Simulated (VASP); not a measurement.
A run of VASP 6.6.1 is set up as follows.

The input INCAR:

```
SYSTEM = Rb3NbS3
PREC     = Accurate       ! precision mode
ENCUT    = 520            ! plane-wave cutoff, eV
EDIFF    = 1E-6           ! SCF threshold, eV
ISMEAR   = 0              ! smearing method
SIGMA    = 0.15           ! smearing width, eV
LREAL    = .FALSE.        ! projectors in reciprocal space
LASPH    = .TRUE.         ! aspherical terms in the spheres
NELM     = 100            ! most SCF steps
ALGO     = Normal         ! electronic algorithm
ISIF     = 2              ! what is computed and relaxed
LWAVE    = .FALSE.        ! write WAVECAR
LCHARG   = .FALSE.        ! write CHGCAR
GGA      = PE             ! functional
NBANDS   = 38             ! bands
```

File KPOINTS:

```
regular mesh
0
G
  2 2 3
  0 0 0
```

File POSCAR:

```
Rb3NbS3
1.0
    6.0712277923      0.0000000000      0.0000000000
   -3.0356138962      5.2578375003      0.0000000000
    0.0000000000      0.0000000000      6.1158036792
Rb Nb S
3 1 3
Direct
    0.5000000000      0.0000000000      0.9226404142
    0.0000000000      0.5000000000      0.9226404142
    0.5000000000      0.5000000000      0.9226404142
    0.0000000000      0.0000000000      0.4226931271
    0.5000000000      0.0000000000      0.4226400434
    0.0000000000      0.5000000000      0.4226400434
    0.5000000000      0.5000000000      0.4226400434
```

Potentials or basis: VASP PAW PBE potentials, release 64 (Rb_sv, Nb_sv, S).

Command:

```sh
$ cat potpaw_PBE.64/Rb_sv/POTCAR potpaw_PBE.64/Nb_sv/POTCAR potpaw_PBE.64/S/POTCAR > POTCAR
$ mpirun -np 1 vasp_std > vasp.out
```

Question: Estimate the band gap on the k mesh.

Answer: None (metal or under the smearing width).

Question: Predict the pressure.

Answer: 0.2 GPa.

Stress tensor (GPa, compression positive):
```
0.02 0.00 0.00
0.00 0.02 0.00
0.00 0.00 0.59
```

Caveat: the k mesh is coarse (spacing up to 0.60 Å⁻¹), so the values aren't converged.
